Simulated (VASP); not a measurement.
Output of a VASP run:

File OSZICAR:
```
       N       E                     dE             d eps       ncg     rms          rms(c)
DAV:   1     0.288879427402E+02    0.28888E+02   -0.50306E+03  3619   0.863E+02
DAV:   2    -0.403519846650E+01   -0.32923E+02   -0.31263E+02  3086   0.168E+02
DAV:   3    -0.426319820837E+01   -0.22800E+00   -0.22790E+00  3511   0.142E+01
DAV:   4    -0.426381655324E+01   -0.61834E-03   -0.61855E-03  3382   0.776E-01
DAV:   5    -0.426382057597E+01   -0.40227E-05   -0.40231E-05  3337   0.602E-02    0.968E+00
DAV:   6    -0.395002711928E+01    0.31379E+00   -0.10239E+00  3033   0.981E+00    0.599E+00
DAV:   7    -0.392686717740E+01    0.23160E-01   -0.88522E-02  3213   0.281E+00    0.286E+00
DAV:   8    -0.392383579261E+01    0.30314E-02   -0.18502E-03  3134   0.486E-01    0.280E-01
DAV:   9    -0.392382523477E+01    0.10558E-04   -0.73905E-06  3301   0.318E-02    0.169E-02
DAV:  10    -0.392382860210E+01   -0.33673E-05   -0.10286E-06  3298   0.106E-02    0.232E-03
DAV:  11    -0.392382865615E+01   -0.54048E-07   -0.34702E-08  1844   0.191E-03
   1 F= -.39238287E+01 E0= -.39238287E+01  d E =0.000000E+00
```

**OUTCAR**
```
------------------------ aborting loop because EDIFF is reached ----------------------------------------
  FORCE on cell =-STRESS in cart. coord.  units (eV):
  Direction    XX          YY          ZZ          XY          YZ          ZX
  --------------------------------------------------------------------------------------
  Total       -0.0025069     -0.0025069     -0.0025069      0.0000000      0.0000000     -0.0000000
  in kB       -0.2364202     -0.2364202     -0.2364202      0.0000000      0.0000000     -0.0000000
  external PRESSURE =      -0.2364202 kB  Pullay stress =       0.0000000 kB
  volume of cell :       16.99
      direct lattice vectors                 reciprocal lattice vectors
     0.000000000  2.040372749  2.040372749    -0.245053263  0.245053263  0.245053263
     2.040372749  0.000000000  2.040372749     0.245053263 -0.245053263  0.245053263
     2.040372749  2.040372749  0.000000000     0.245053263  0.245053263 -0.245053263
 POSITION                                       TOTAL-FORCE (eV/Angst)
 -----------------------------------------------------------------------------------
      0.00000      0.00000      0.00000        -0.000000      0.000000     -0.000000
 -----------------------------------------------------------------------------------
    total drift:                               -0.000000     -0.000000     -0.000000
  FREE ENERGIE OF THE ION-ELECTRON SYSTEM (eV)
  ---------------------------------------------------
  free  energy   TOTEN  =        -3.9238286561 eV

  energy  without entropy=       -3.9238286561  energy(sigma->0) =       -3.92382866

 total charge

# of ion       s       p       d       tot
------------------------------------------
    1        0.536   0.362   8.749   9.647
```
(Selected blocks of OUTCAR.)

**POSCAR**
```
Au
1
   -0.0000000000     2.0403727490     2.0403727490
    2.0403727490    -0.0000000000     2.0403727490
    2.0403727490     2.0403727490    -0.0000000000
Au
1
Direct
  0.0000000000   0.0000000000   0.0000000000
```

Question: Write an INCAR and KPOINTS that could have produced this output.

Answer: One answer among several that fit: the input of the run itself, PBEsol GGA, plane waves, VASP's PBE PAW potentials (set 64).

### INCAR
```
SYSTEM = Au
PREC = Accurate
ENCUT = 400
EDIFF = 1E-7
NELM = 100
ALGO = Normal
LREAL = .FALSE.
LASPH = .TRUE.
ISMEAR = -5
GGA = PS
LMAXMIX = 6
LWAVE = .FALSE.
LCHARG = .TRUE.
LORBIT = 11
NEDOS = 601
ISIF = 2
```

File KPOINTS:
```
Automatic mesh
0
Gamma
17 17 17
0 0 0
```

POTCAR, in this order: Au (PBE.64 set). Program: vasp_std.

For a metal the tetrahedron method with Blöchl corrections gives inexact stress and forces.

The structure comes from a measured Au entry (Fm-3m) of the Crystallography Open Database, whose conditions weren't checked. It was relaxed first.
